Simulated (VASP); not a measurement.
Given:

```
HfO2
1.0
    0.00000     2.54904     2.54904
    2.54904     0.00000     2.54904
    2.54904     2.54904     0.00000
Hf O
1 2
Direct
  0.00000   0.00000   0.00000
  0.75000   0.75000   0.75000
  0.25000   0.25000   0.25000
```

Computed with PBE GGA, VASP's PBE PAW potentials (set 64) (plane waves; VASP). Numerical set-up: 400 eV cut-off, 9×9×9 Γ-centred mesh, Fermi-Dirac smearing of 0.050 eV, potentials Hf_pv O.

At this cut-off the stress carries a Pulay error, which pulls relaxed volumes low.

**Question.** Estimate the energy per atom (σ→0), pressure.

**Answer.** 
| Item | Value |
|---|---|
| energy per atom (σ→0) | -10.093 eV/atom |
| pressure | -9.74 GPa |

The structure comes from a computed database's HfO2 entry; how it stands against other phases isn't given here. The cell was not relaxed at this level.
